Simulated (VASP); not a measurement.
All values below come from PBE GGA with D4 dispersion, VASP's PBE PAW potentials (set 64) (plane waves; VASP 6.6.1).

Input for VASP

File KPOINTS:
```
kpoints
0
G
  8 8 2
0 0 0
```

POSCAR:
```
WSe2
1
    1.6400674468    -2.8406798213     0.0000000000
    1.6400674468     2.8406798213     0.0000000000
    0.0000000000     0.0000000000    12.8504118227
W Se
2 4
Direct
  0.3333330000   0.6666670000   0.2500000000
  0.6666670000   0.3333330000   0.7500000000
  0.3333330000   0.6666670000   0.8813873450
  0.6666670000   0.3333330000   0.3813873450
  0.6666670000   0.3333330000   0.1186126550
  0.3333330000   0.6666670000   0.6186126550
```

**INCAR**
```
! general
SYSTEM   =  WSe2
PREC     =  Accurate
ENCUT    =  520   ! plane-wave cut-off (eV)
LREAL    =  .FALSE.   ! projection in real space or not
LASPH    =  .TRUE.

! electronic loop
EDIFF    =  1E-7
NELM     =  100   ! most electronic steps
ALGO     =  Normal
LMAXMIX  =  6   ! l cut-off of mixed one-centre charges

! smearing
ISMEAR   =  0
SIGMA    =  0.05   ! width (eV)

! functional
GGA      =  PE
IVDW     =  13

! ions
IBRION   =  2
NSW      =  30   ! most ionic steps
ISIF     =  4
EDIFFG   =  -0.01   ! ionic stop

! output
LWAVE    =  .FALSE.
LCHARG   =  .FALSE.
```

POTCAR, in this order: W_sv Se (PBE.64 set). Program: vasp_std.

Output of the run:

File OUTCAR:
```
 ion  position               nearest neighbor table
   1  0.333  0.667  0.250-   4 2.54   5 2.54   4 2.54   5 2.54   4 2.54   5 2.54
   2  0.667  0.333  0.750-   3 2.54   6 2.54   3 2.54   6 2.54   3 2.54   6 2.54
   3  0.333  0.667  0.881-   2 2.54   2 2.54   2 2.54
   4  0.667  0.333  0.381-   1 2.54   1 2.54   1 2.54
   5  0.667  0.333  0.119-   1 2.54   1 2.54   1 2.54
   6  0.333  0.667  0.619-   2 2.54   2 2.54   2 2.54
  LATTYP: Found a hexagonal cell.
 ALAT       =     3.2801346127
 C/A-ratio  =     3.9176477005
 Subroutine PRICEL returns:
 Original cell was already a primitive cell.
 Subroutine GETGRP returns: Found 24 space group operations
The static configuration has the point symmetry D_3d.
 The point group associated with its full space group is D_6h.
The dynamic configuration has the point symmetry D_3d.
 Subroutine INISYM returns: Found 24 space group operations
 Subroutine IBZKPT returns following result:
 Found     20 irreducible k-points:

 Following reciprocal coordinates:
            Coordinates               Weight
  0.000000  0.000000  0.000000      1.000000
  0.125000  0.000000  0.000000      6.000000
  0.250000  0.000000  0.000000      6.000000
  0.375000 -0.000000  0.000000      6.000000
  0.500000  0.000000  0.000000      3.000000
  0.125000  0.125000  0.000000      6.000000
  0.250000  0.125000  0.000000     12.000000
  0.375000  0.125000  0.000000     12.000000
  0.250000  0.250000  0.000000      6.000000
  0.375000  0.250000  0.000000      6.000000
  0.000000  0.000000  0.500000      1.000000
  0.125000  0.000000  0.500000      6.000000
  0.250000  0.000000  0.500000      6.000000
  0.375000 -0.000000  0.500000      6.000000
  0.500000  0.000000  0.500000      3.000000
  0.125000  0.125000  0.500000      6.000000
  0.250000  0.125000  0.500000     12.000000
  0.375000  0.125000  0.500000     12.000000
  0.250000  0.250000  0.500000      6.000000
  0.375000  0.250000  0.500000      6.000000
   k-points           NKPTS =     20   k-points in BZ     NKDIM =     20   number of bands    NBANDS=     31
   number of dos      NEDOS =    301   number of ions     NIONS =      6
   total plane-waves  NPLWV =  55296
   dimension x,y,z NGX =    24 NGY =   24 NGZ =   96
   dimension x,y,z NGXF=    48 NGYF=   48 NGZF=  192
   ions per type =               2   4
   PREC   = accura    normal or accurate (medium, high low for compatibility)
   ISTART =      0    job   : 0-new  1-cont  2-samecut
   ICHARG =      2    charge: 1-file 2-atom 10-const
   ISPIN  =      1    spin polarized calculation?
   LNONCOLLINEAR =      F non collinear calculations
   LSORBIT =      F    spin-orbit coupling
   INIWAV =      1    electr: 0-lowe 1-rand  2-diag
   ENCUT  =  520.0 eV  38.22 Ry    6.18 a.u.   6.10  6.10 23.89*2*pi/ulx,y,z
   NELM   =    100;   NELMIN=  2; NELMDL= -5     # of ELM steps
   EDIFF  = 0.1E-06   stopping-criterion for ELM
   LREAL  =      F    real-space projection
   NLSPLINE    = F    spline interpolate recip. space projectors
   LMAXMIX     =    6 max onsite mixed and CHGCAR
   VOSKOWN=      0    Vosko Wilk Nusair interpolation
   EDIFFG = -.1E-01   stopping-criterion for IOM
   NSW    =     30    number of steps for IOM
   NBLOCK =      1;   KBLOCK =     30    inner block; outer block
   IBRION =      2    ionic relax: 0-MD 1-quasi-New 2-CG
   NFREE  =      1    steps in history (QN), initial steepest desc. (CG)
   ISIF   =      4    stress and relaxation
   ISYM   =      2    0-nonsym 1-usesym 2-fastsym
   TEIN   =    0.0    initial temperature
   TEBEG  =    0.0;   TEEND  =   0.0 temperature during run
   SMASS  =  -3.00    Nose mass-parameter (am)
   PSTRESS=    0.0 pullay stress
   NELECT =      52.0000    total number of electrons
   EFERMI =   0.00;   METHOD = LEGACY
...
```

**OSZICAR**
```
       N       E                     dE             d eps       ncg     rms          rms(c)
DAV:   1     0.513989492151E+03    0.51399E+03   -0.28479E+04  1400   0.164E+03
DAV:   2    -0.118507508034E+02   -0.52584E+03   -0.51586E+03  1493   0.431E+02
DAV:   3    -0.442235671737E+02   -0.32373E+02   -0.31922E+02  1528   0.949E+01
DAV:   4    -0.449873762808E+02   -0.76381E+00   -0.76104E+00  1553   0.149E+01
DAV:   5    -0.450030391462E+02   -0.15663E-01   -0.15653E-01  1519   0.209E+00    0.297E+01
DAV:   6    -0.434910729305E+02    0.15120E+01   -0.10679E+01  1420   0.181E+01    0.108E+01
DAV:   7    -0.432666990505E+02    0.22437E+00   -0.47748E+00  1419   0.898E+00    0.562E+00
DAV:   8    -0.430928972818E+02    0.17380E+00   -0.76550E-01  1626   0.486E+00    0.118E+00
DAV:   9    -0.430952783221E+02   -0.23810E-02   -0.60071E-02  1526   0.128E+00    0.802E-01
DAV:  10    -0.430939131464E+02    0.13652E-02   -0.19001E-02  1615   0.884E-01    0.183E-01
DAV:  11    -0.430938126147E+02    0.10053E-03   -0.25634E-03  1525   0.315E-01    0.156E-01
DAV:  12    -0.430937905935E+02    0.22021E-04   -0.10253E-04  1566   0.565E-02    0.975E-02
DAV:  13    -0.430937850731E+02    0.55205E-05   -0.12082E-04  1557   0.615E-02    0.532E-03
DAV:  14    -0.430937857913E+02   -0.71824E-06   -0.42236E-06  1464   0.124E-02    0.584E-03
DAV:  15    -0.430937859571E+02   -0.16583E-06   -0.24678E-07  1206   0.282E-03    0.351E-03
DAV:  16    -0.430937860420E+02   -0.84869E-07   -0.11725E-07   998   0.214E-03
   1 F= -.46065155E+02 E0= -.46065155E+02  d E =-.460652E+02
       N       E                     dE             d eps       ncg     rms          rms(c)
DAV:   1    -0.430940834412E+02   -0.29748E-03   -0.76678E-03  1268   0.620E-01    0.739E-02
DAV:   2    -0.430939393591E+02    0.14408E-03   -0.82942E-04  1500   0.145E-01    0.447E-02
DAV:   3    -0.430939049758E+02    0.34383E-04   -0.15743E-04  1530   0.695E-02    0.269E-02
DAV:   4    -0.430938948049E+02    0.10171E-04   -0.38102E-05  1531   0.313E-02    0.155E-02
DAV:   5    -0.430938944662E+02    0.33868E-06   -0.45356E-06  1553   0.111E-02    0.501E-03
DAV:   6    -0.430938944788E+02   -0.12553E-07   -0.46261E-07  1346   0.380E-03
   2 F= -.46065171E+02 E0= -.46065171E+02  d E =-.156945E-04
```

### OUTCAR
```
------------------------ aborting loop because EDIFF is reached ----------------------------------------
  Edisp (eV):   -2.97128
  FORCE on cell =-STRESS in cart. coord.  units (eV):
  Direction    XX          YY          ZZ          XY          YZ          ZX
  --------------------------------------------------------------------------------------
  Total       0.01386     0.01386     0.05793     0.00000     0.00000    -0.00000
  in kB       0.18548     0.18548     0.77513     0.00000     0.00000    -0.00000
  external pressure =        0.38 kB  Pullay stress =        0.00 kB
  volume of cell :      119.74
      direct lattice vectors                 reciprocal lattice vectors
     1.640555614 -2.841525351 -0.000000000     0.304774794 -0.175961830  0.000000000
     1.640555614  2.841525351 -0.000000000     0.304774794  0.175961830 -0.000000000
    -0.000000000  0.000000000 12.842765374     0.000000000  0.000000000  0.077864850
 POSITION                                       TOTAL-FORCE (eV/Angst)
 -----------------------------------------------------------------------------------
      1.64056      0.94718      3.21069        -0.000000     -0.000000      0.000000
      1.64056     -0.94718      9.63207        -0.000000      0.000000      0.000000
      1.64056      0.94718     11.31864        -0.000000     -0.000000      0.007806
      1.64056     -0.94718      4.89726         0.000000     -0.000000      0.007806
      1.64056     -0.94718      1.52412         0.000000     -0.000000     -0.007806
      1.64056      0.94718      7.94550         0.000000      0.000000     -0.007806
 -----------------------------------------------------------------------------------
    total drift:                               -0.000000      0.001053     -0.000034
  FREE ENERGIE OF THE ION-ELECTRON SYSTEM (eV)
  ---------------------------------------------------
  free  energy   TOTEN  =       -46.0651707158 eV

  energy  without entropy=      -46.0651707158  energy(sigma->0) =      -46.06517072

 reached required accuracy - stopping structural energy minimisation
```
(Selected blocks of OUTCAR.)

### CONTCAR
```
WSe2
   1.00000000000000
     1.6405556136968458   -2.8415253510674927   -0.0000000000000000
     1.6405556136968458    2.8415253510674927   -0.0000000000000000
    -0.0000000000000000    0.0000000000000000   12.8427653738124086
  W               Se
     2     4
Direct
     0.3333330000000032    0.6666669999999968    0.2500000000000000
     0.6666669999999968    0.3333330000000032    0.7500000000000000
     0.3333330000000032    0.6666669999999968    0.8813245816664195
     0.6666669999999968    0.3333330000000032    0.3813245816664195
     0.6666669999999968    0.3333330000000032    0.1186754183335805
     0.3333330000000032    0.6666669999999968    0.6186754183335805
```

The compound is WSe2 in the 2H layered structure. This run relaxes it. Symmetry was kept, so distortions that lower it aren't found.
